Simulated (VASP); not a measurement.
VASP input:

INCAR:
```
! general
SYSTEM = Si
PREC   = Accurate
ENCUT  = 300   ! plane-wave cut-off (eV)
LREAL  = .False.
LASPH  = .True.   ! aspherical one-centre terms

! electronic loop
EDIFF  = 1E-01
NELM   = 100   ! most electronic steps
ALGO   = Normal   ! blocked Davidson

! smearing
ISMEAR = 0   ! Gaussian
SIGMA  = 0.01   ! width (eV)

! functional
GGA    = PE   ! PBE

! ions
ISIF   = 2

! output
LWAVE  = .False.
LCHARG = .False.
```

File POSCAR:
```
Si
3.8492770
  0.0000000000   0.7071068151   0.7071068151
  0.7071068151   0.0000000000   0.7071068151
  0.7071068151   0.7071068151   0.0000000000
Si
2
direct
  0.2500000000   0.2500000000   0.2500000000
  0.0000000000   0.0000000000   0.0000000000
```

File KPOINTS:
```
Automatic mesh
0
Gamma
5 5 5
0 0 0
```

POTCAR, in this order: Si (PBE.64 set). Program: vasp_std.

Q: Translate this PBE calculation to Quantum ESPRESSO's pw.x.

A: One equivalent input (not run):
```
&CONTROL
  calculation = 'scf'
  pseudo_dir = './pseudo'
  outdir = './out'
  tprnfor = .true.
  tstress = .true.
/
&SYSTEM
  ibrav = 0
  nat = 2
  ntyp = 1
  ecutwfc = 36
  occupations = 'smearing'
  smearing = 'gaussian'
  degauss = 0.000735
  input_dft = 'pbe'
/
&ELECTRONS
  conv_thr = 0.0073
  electron_maxstep = 100
/
ATOMIC_SPECIES
  Si 28.085 Si.upf
CELL_PARAMETERS angstrom
     0.0000000    2.7218500    2.7218500
     2.7218500    0.0000000    2.7218500
     2.7218500    2.7218500    0.0000000
ATOMIC_POSITIONS crystal
  Si   0.2500000  0.2500000  0.2500000
  Si   0.0000000  0.0000000  0.0000000
K_POINTS automatic
  5 5 5 0 0 0
```
Limits of the translation: the potentials are each code's own (VASP's PAW set, PseudoDojo norm-conserving files in pw.x), so ENCUT and ecutwfc are chosen apart and not converted; conv_thr bounds pw.x's estimated SCF error, while EDIFF bounds the energy change between steps.

The structure comes from a computed database's Si entry; how it stands against other phases isn't given here. The cell was not relaxed at this level. The run is one of a series of settings (EDIFF = 1E-01 against the base run), some of them coarse on purpose.
